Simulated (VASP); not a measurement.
Given:

```xyz
2
Lattice="3.3102 0.0000 0.0000 -1.6551 2.8667 0.0000 0.0000 0.0000 5.4843" Properties=species:S:1:pos:R:3 pbc="T T T"
Sb     0.0000     1.9111     1.3711
Sb     1.6551     0.9556     4.1132
```

Method: PBEsol GGA, VASP's PBE PAW potentials (set 64) (plane waves; VASP). Settings: 400 eV cut-off, 14×14×8 Γ-centred mesh, tetrahedra with Blöchl corrections, potentials Sb.

Unless said otherwise, spin-orbit coupling is left out, though it shifts the bands of the heavy elements here.

**Question.** What does the run give for the energy per atom (σ→0), band gap (on the k-mesh) with the smallest direct gap where there is one?

**Answer.** 
| Property | Result |
|---|---|
| band gap (on the k-mesh) | none (metal, semimetal or under 0.01 eV) |
| energy per atom (σ→0) | -4.336 eV/atom |

Only differences to runs with the same potentials and settings are physical.

The structure comes from a measured Sb entry (P6_3/mmc) of the Crystallography Open Database, whose conditions weren't checked. It was relaxed first.
